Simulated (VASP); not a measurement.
## VPO5: structure and properties in VASP

What structure and properties does PBEsol + D3(BJ) + U give VPO5, and how near are they to the measured ones? The steps: full relaxation (PBEsol + D3(BJ) + U), second relaxation, density, ELF and potential (PBEsol + D3(BJ) + U), bands along the symmetry lines (PBEsol + D3(BJ) + U), density of states (PBEsol + D3(BJ) + U), independent-particle dielectric function (PBEsol + D3(BJ) + U), electric field gradients (PBEsol + D3(BJ) + U) and self-consistent run (PBEsol + D3(BJ) + U), changed input. The start is a computed cell from the Materials Project.

Method: PBEsol with D3(BJ), DFT+U (V d 4 eV), spin-polarised from a ferromagnetic start; plane waves and PAW (V_sv, P, O), in VASP 6.6.1.

**What experiment says.**

“Alkali‐Ion‐Assisted Activation of ε‐VOPO4 as a Cathode Material for Mg‐Ion Batteries” (2024, pmc:11234458) reports for VOPO4, epsilon, monoclinic, by powder XRD, Rietveld refinement (hydrothermally synthesised, about 100 nm particles): lattice constant a (a of monoclinic Cc cell) 7.266 Å; lattice constant b (b of monoclinic Cc cell) 6.891 Å; lattice constant c (c of monoclinic Cc cell) 7.263 Å.

## (1) Set-up

Before any relaxation, the start is as follows. It takes space group Cc (No. 9, monoclinic). The conventional cell has a = 7.233 Å, b = 6.939 Å, c = 7.232 Å, α = 90.00°, β = 116.93°, γ = 90.00°. Nearest to V lie 5 O at 1.60 to 1.90 Å. Nearest to P lie 4 O at 1.52 to 1.54 Å. Nearest to O lie 1 P at 1.54 Å and 1 V at 1.86 Å. Nearest to O lie 1 P at 1.53 Å and 1 V at 1.89 Å. Nearest to O lie 1 P at 1.52 Å and 1 V at 1.89 Å. Nearest to O lie 1 P at 1.52 Å and 1 V at 1.90 Å. Farther neighbours and most contacts between anions are not listed.

Structure file:

```cif
data_structure
_symmetry_space_group_name_H-M 'Cc'
_symmetry_Int_Tables_number 9
_cell_length_a 7.2330
_cell_length_b 6.9390
_cell_length_c 7.2322
_cell_angle_alpha 90.000
_cell_angle_beta 116.930
_cell_angle_gamma 90.000
_cell_volume 323.62
loop_
_atom_site_label
_atom_site_type_symbol
_atom_site_symmetry_multiplicity
_atom_site_Wyckoff_symbol
_atom_site_fract_x
_atom_site_fract_y
_atom_site_fract_z
_atom_site_occupancy
V1 V 4 a 0.21444 0.73256 0.46494 1
P1 P 4 a 0.00404 0.87303 0.75359 1
O1 O 4 a 0.66500 0.50387 0.92238 1
O2 O 4 a 0.33835 0.49428 0.58187 1
O3 O 4 a 0.90566 0.25591 0.35546 1
O4 O 4 a 0.11337 0.25732 0.16534 1
O5 O 4 a 0.01441 0.65894 0.26442 1
```

## (2) Full relaxation (PBEsol + D3(BJ) + U)

Properties are meant for the cell that this level of theory prefers, so cell and atoms are relaxed first (ISIF = 3) until forces and stress are small; EDIFFG sets the threshold. PBEsol restores the gradient expansion of exchange and is tuned for the cells of solids. A dispersion term adds the long-range attraction that semilocal functionals lack. D3 with Becke-Johnson damping keeps a finite attraction at short range. A Hubbard U penalises fractional filling of the localised shell, which semilocal functionals favour.

INCAR

```
SYSTEM = VPO5
PREC = Accurate
ENCUT = 520
EDIFF = 1E-06
NELM = 100
ISMEAR = 0
SIGMA = 0.05
LREAL = .FALSE.
ALGO = Normal
GGA = PS
IVDW = 12
NBANDS = 72
ISPIN = 2
MAGMOM = 2 2 0 0 0 0 0 0 0 0 0 0 0 0
LDAU = .TRUE.
LDAUTYPE = 2
LDAUL = 2 -1 -1
LDAUU = 4 0 0
LDAUJ = 0 0 0
LDAUPRINT = 1
LASPH = .TRUE.
LMAXMIX = 4
LORBIT = 11
LWAVE = .FALSE.
LCHARG = .FALSE.
KPAR = 8
IBRION = 2
NSW = 60
ISIF = 3
EDIFFG = -0.01
```

POSCAR

```
VPO5
1.0
    3.6165205100     -3.4694843700      0.0000000000
    3.6165205100      3.4694843700      0.0000000000
   -3.2754863071      0.0000000000      6.4479900762
V P O
2 2 10
Direct
    0.4818779500      0.9470063600      0.4649439400
    0.9470063600      0.4818779500      0.9649439400
    0.1310067100      0.8770667200      0.7535878100
    0.8770667200      0.1310067100      0.2535878100
    0.1611302900      0.1688656400      0.9223756200
    0.8440735300      0.8326304400      0.5818703800
    0.8326304400      0.8440735300      0.0818703800
    0.1688656400      0.1611302900      0.4223756200
    0.6497428300      0.1615674400      0.3554622700
    0.8560449800      0.3706900800      0.1653425400
    0.3706900800      0.8560449800      0.6653425400
    0.1615674400      0.6497428300      0.8554622700
    0.3554728100      0.6733522200      0.2644174400
    0.6733522200      0.3554728100      0.7644174400
```

KPOINTS

```
Automatic mesh
0
Gamma
6 6 4
0 0 0
```

PAW data sets: V_sv, P and O (PBE family, release 64).

The run is started by

```console
$ mpirun -np 8 vasp_std
```

What it wrote:

```text
[banner, memory and clock lines left out]
running    8 mpi-ranks, on    1 nodes
 distrk:  each k-point on    1 cores,    8 groups
 distr:  one band on    1 cores,    1 groups

 POSCAR found type information on POSCAR V P O
 POSCAR found :  3 types and      14 ions
|                                                                             |
|           W    W    AA    RRRRR   N    N  II  N    N   GGGG   !!!           |
|           W    W   A  A   R    R  NN   N  II  NN   N  G    G  !!!           |
|           W    W  A    A  R    R  N N  N  II  N N  N  G       !!!           |
|           W WW W  AAAAAA  RRRRR   N  N N  II  N  N N  G  GGG   !            |
|           WW  WW  A    A  R   R   N   NN  II  N   NN  G    G                |
|           W    W  A    A  R    R  N    N  II  N    N   GGGG   !!!           |
|                                                                             |
|     For optimal performance we recommend to set                             |
|       NCORE = 2 up to number-of-cores-per-socket                            |
|     NCORE specifies how many cores store one orbital (NPAR=cpu/NCORE).      |
|     This setting can greatly improve the performance of VASP for DFT.       |
|     The default, NCORE=1 might be grossly inefficient on modern             |
|     multi-core architectures or massively parallel machines. Do your        |
|     Unfortunately you need to use the default for GW and RPA                |
|     calculations (for HF NCORE is supported but not extensively tested      |
|     yet).                                                                   |
|                                                                             |

|                                                                             |
|               ----> ADVICE to this user running VASP <----                  |
|                                                                             |
|     You enforced a specific xc type in the INCAR file but a different       |
|     [... a line on the potential file left out ...]
|     I HOPE YOU KNOW WHAT YOU ARE DOING!                                     |
|                                                                             |

 LDA part: xc-table for (Slater+PW92), standard interpolation
 POSCAR, INCAR and KPOINTS ok, starting setup
 FFT: planning ... GRIDC
 FFT: planning ... GRID_SOFT
 FFT: planning ... GRID
 WAVECAR not read
 entering main loop
       N       E                     dE             d eps       ncg     rms          rms(c)
DAV:   1     0.961053285561E+03    0.96105E+03   -0.53065E+04 14056   0.134E+03
DAV:   2    -0.606063466484E+02   -0.10217E+04   -0.96663E+03 15072   0.389E+02
DAV:   3    -0.134598468950E+03   -0.73992E+02   -0.73157E+02 15904   0.118E+02
DAV:   4    -0.135661219064E+03   -0.10628E+01   -0.10591E+01 16376   0.151E+01
DAV:   5    -0.135674256198E+03   -0.13037E-01   -0.13034E-01 15728   0.170E+00    0.735E+01
DAV:   6    -0.116265360060E+03    0.19409E+02   -0.87416E+01 16368   0.719E+01    0.422E+01
DAV:   7    -0.116151976260E+03    0.11338E+00   -0.73809E+01 14480   0.868E+01    0.373E+01
DAV:   8    -0.109086085950E+03    0.70659E+01   -0.67817E+00 14712   0.182E+01    0.160E+01
DAV:   9    -0.106671832960E+03    0.24143E+01   -0.18230E+00 17608   0.121E+01    0.410E+00
DAV:  10    -0.106678280406E+03   -0.64474E-02   -0.45286E-01 15016   0.322E+00    0.231E+00
DAV:  11    -0.106671029369E+03    0.72510E-02   -0.51324E-02 15872   0.139E+00    0.139E+00
DAV:  12    -0.106674704730E+03   -0.36754E-02   -0.48473E-02 16128   0.116E+00    0.410E-01
DAV:  13    -0.106673938206E+03    0.76652E-03   -0.45897E-03 15568   0.374E-01    0.233E-01
DAV:  14    -0.106674156887E+03   -0.21868E-03   -0.14842E-03 15112   0.211E-01    0.155E-01
DAV:  15    -0.106674322363E+03   -0.16548E-03   -0.28293E-04 17032   0.105E-01    0.759E-02
DAV:  16    -0.106674318624E+03    0.37390E-05   -0.98392E-05 16064   0.552E-02    0.321E-02
DAV:  17    -0.106674321590E+03   -0.29660E-05   -0.28084E-05 15680   0.222E-02    0.127E-02
DAV:  18    -0.106674322474E+03   -0.88446E-06   -0.18196E-06 13416   0.864E-03
   1 F= -.10846241E+03 E0= -.10846241E+03  d E =-.108462E+03  mag=     0.0000
 curvature:   0.00 expect dE= 0.000E+00 dE for cont linesearch  0.000E+00
 trial: gam= 0.00000 g(F)=  0.821E-01 g(S)=  0.236E-01 ort = 0.000E+00 (trialstep = 0.100E+01)
 search vector abs. value=  0.106E+00
 bond charge predicted
       N       E                     dE             d eps       ncg     rms          rms(c)
DAV:   1    -0.106714021076E+03   -0.39699E-01   -0.23257E+01 13536   0.277E+01    0.635E+00
DAV:   2    -0.106761673039E+03   -0.47652E-01   -0.11820E+00 15440   0.876E+00    0.405E+00
DAV:   3    -0.106644479971E+03    0.11719E+00   -0.31474E-01 15064   0.558E+00    0.305E+00
DAV:   4    -0.106613360739E+03    0.31119E-01   -0.69254E-02 14976   0.189E+00    0.767E-01
DAV:   5    -0.106611838279E+03    0.15225E-02   -0.49060E-03 16720   0.422E-01    0.416E-01
DAV:   6    -0.106611726698E+03    0.11158E-03   -0.16499E-03 15136   0.187E-01    0.670E-02
DAV:   7    -0.106611726664E+03    0.33771E-07   -0.10378E-04 15008   0.550E-02    0.628E-02
DAV:   8    -0.106611726643E+03    0.21266E-07   -0.12301E-05 17280   0.281E-02    0.215E-02
DAV:   9    -0.106611723364E+03    0.32789E-05   -0.46013E-06 15712   0.159E-02    0.798E-03
DAV:  10    -0.106611723492E+03   -0.12772E-06   -0.15026E-06 10592   0.645E-03
   2 F= -.10837155E+03 E0= -.10837155E+03  d E =0.908589E-01  mag=    -0.0000
[... from here on, the cycles between the ionic steps are left out ...]
   3 F= -.10847609E+03 E0= -.10847609E+03  d E =-.136785E-01  mag=    -0.0000
   4 F= -.10847859E+03 E0= -.10847859E+03  d E =-.249723E-02  mag=     0.0000
   5 F= -.10847893E+03 E0= -.10847893E+03  d E =-.284303E-02  mag=     0.0000
   6 F= -.10848198E+03 E0= -.10848198E+03  d E =-.304800E-02  mag=    -0.0000
   7 F= -.10848393E+03 E0= -.10848393E+03  d E =-.499478E-02  mag=    -0.0000
   8 F= -.10848678E+03 E0= -.10848678E+03  d E =-.284960E-02  mag=    -0.0000
   9 F= -.10848810E+03 E0= -.10848810E+03  d E =-.417136E-02  mag=    -0.0000
  10 F= -.10849090E+03 E0= -.10849090E+03  d E =-.280432E-02  mag=    -0.0000
  11 F= -.10849387E+03 E0= -.10849387E+03  d E =-.577042E-02  mag=    -0.0000
  12 F= -.10849162E+03 E0= -.10849162E+03  d E =-.351666E-02  mag=     0.0000
  13 F= -.10849437E+03 E0= -.10849437E+03  d E =-.626724E-02  mag=     0.0000
  14 F= -.10849691E+03 E0= -.10849691E+03  d E =-.254606E-02  mag=    -0.0000
  15 F= -.10850018E+03 E0= -.10850018E+03  d E =-.581838E-02  mag=     0.0000
  16 F= -.10850151E+03 E0= -.10850151E+03  d E =-.132705E-02  mag=    -0.0000
  17 F= -.10850161E+03 E0= -.10850161E+03  d E =-.142554E-02  mag=    -0.0000
  18 F= -.10850284E+03 E0= -.10850284E+03  d E =-.122682E-02  mag=    -0.0000
  19 F= -.10850317E+03 E0= -.10850317E+03  d E =-.155816E-02  mag=     0.0000
  20 F= -.10850407E+03 E0= -.10850407E+03  d E =-.901823E-03  mag=    -0.0000
  21 F= -.10850409E+03 E0= -.10850409E+03  d E =-.924296E-03  mag=     0.0000
  22 F= -.10850468E+03 E0= -.10850468E+03  d E =-.582704E-03  mag=     0.0000
  23 F= -.10850474E+03 E0= -.10850474E+03  d E =-.647853E-03  mag=    -0.0000
  24 F= -.10850499E+03 E0= -.10850499E+03  d E =-.246199E-03  mag=     0.0000
  25 F= -.10850504E+03 E0= -.10850504E+03  d E =-.296072E-03  mag=     0.0000
  26 F= -.10850523E+03 E0= -.10850523E+03  d E =-.195734E-03  mag=    -0.0000
  27 F= -.10850535E+03 E0= -.10850535E+03  d E =-.312404E-03  mag=     0.0000
  28 F= -.10850551E+03 E0= -.10850551E+03  d E =-.165776E-03  mag=    -0.0000
  29 F= -.10850575E+03 E0= -.10850575E+03  d E =-.400985E-03  mag=     0.0000
  30 F= -.10850587E+03 E0= -.10850587E+03  d E =-.124138E-03  mag=     0.0000
  31 F= -.10850590E+03 E0= -.10850590E+03  d E =-.152328E-03  mag=    -0.0000
  32 F= -.10850600E+03 E0= -.10850600E+03  d E =-.950479E-04  mag=    -0.0000
  33 F= -.10850606E+03 E0= -.10850606E+03  d E =-.157885E-03  mag=     0.0000
  34 F= -.10850617E+03 E0= -.10850617E+03  d E =-.109661E-03  mag=    -0.0000
  35 F= -.10850620E+03 E0= -.10850620E+03  d E =-.142945E-03  mag=     0.0000
  36 F= -.10850626E+03 E0= -.10850626E+03  d E =-.540085E-04  mag=     0.0000
  37 F= -.10850629E+03 E0= -.10850629E+03  d E =-.859745E-04  mag=    -0.0000
  38 F= -.10850632E+03 E0= -.10850632E+03  d E =-.290377E-04  mag=    -0.0000
  39 F= -.10850633E+03 E0= -.10850633E+03  d E =-.378331E-04  mag=    -0.0000
  40 F= -.10850634E+03 E0= -.10850634E+03  d E =-.108747E-04  mag=    -0.0000
  41 F= -.10850637E+03 E0= -.10850637E+03  d E =-.389579E-04  mag=     0.0000
  42 F= -.10850641E+03 E0= -.10850641E+03  d E =-.790401E-04  mag=    -0.0000
  43 F= -.10850642E+03 E0= -.10850642E+03  d E =-.934602E-04  mag=     0.0000
  44 F= -.10850646E+03 E0= -.10850646E+03  d E =-.435923E-04  mag=    -0.0000
  45 F= -.10850649E+03 E0= -.10850649E+03  d E =-.725802E-04  mag=    -0.0000
  46 F= -.10850649E+03 E0= -.10850649E+03  d E =-.739314E-04  mag=     0.0000
  47 F= -.10850649E+03 E0= -.10850649E+03  d E =-.668614E-04  mag=    -0.0000
  48 F= -.10850649E+03 E0= -.10850649E+03  d E =-.725666E-04  mag=    -0.0000
  49 F= -.10850649E+03 E0= -.10850649E+03  d E =-.732586E-04  mag=     0.0000
  50 F= -.10850649E+03 E0= -.10850649E+03  d E =-.735419E-04  mag=     0.0000
  51 F= -.10850652E+03 E0= -.10850652E+03  d E =-.266992E-04  mag=     0.0000
  52 F= -.10850653E+03 E0= -.10850653E+03  d E =-.376627E-04  mag=    -0.0000
  53 F= -.10850654E+03 E0= -.10850654E+03  d E =-.426126E-04  mag=     0.0000
  54 F= -.10850655E+03 E0= -.10850655E+03  d E =-.143899E-04  mag=     0.0000
  55 F= -.10850655E+03 E0= -.10850655E+03  d E =-.173591E-04  mag=     0.0000
  56 F= -.10850655E+03 E0= -.10850655E+03  d E =-.174772E-04  mag=    -0.0000
 curvature:  -0.69 expect dE=-0.314E-04 dE for cont linesearch -0.162E-06
 trial: gam= 0.18662 g(F)=  0.429E-04 g(S)=  0.255E-05 ort =-0.796E-05 (trialstep = 0.270E+00)
 search vector abs. value=  0.519E-04
 bond charge predicted
       N       E                     dE             d eps       ncg     rms          rms(c)
DAV:   1    -0.106679646985E+03    0.71619E-04   -0.77028E-04 15008   0.189E-01    0.202E-02
DAV:   2    -0.106679650272E+03   -0.32872E-05   -0.47148E-05 15040   0.416E-02    0.175E-02
DAV:   3    -0.106679648536E+03    0.17363E-05   -0.48449E-06 14192   0.203E-02    0.861E-03
DAV:   4    -0.106679648038E+03    0.49751E-06   -0.10447E-06  9200   0.786E-03
  57 F= -.10850656E+03 E0= -.10850656E+03  d E =-.933633E-05  mag=     0.0000
 trial-energy change:   -0.000009  1 .order   -0.000010   -0.000012   -0.000008
 step:   0.8806(harm=  0.8806)  dis= 0.00048  next Energy=  -108.506573 (dE=-0.193E-04)
 reached required accuracy - stopping structural energy minimisation
```

Wall time 56 min (8 MPI ranks of AMD EPYC 9R14 (Zen 4), shared host); peak memory 7.2 GiB.

Lines that name or quote the potential files are left out of all logs, and their timing lines are given in words.

(Continued in part 2 of 9.)

[Lines on the potential files, build, host, timing and source positions are cut from VASP's logs without a mark.]

[Logs are printed without paths, hosts, clocks, repeated set-up lines and the standing remarks that a program may print on its own settings, such as how far it seeks lower states.]

[Hosts, paths, dates, database ids (printed as entryN), source tags and the programs' standing remarks are cut or masked in the printed files.]

[A measured line is paired with the nearest computed mode of its activity, which favours agreement.]
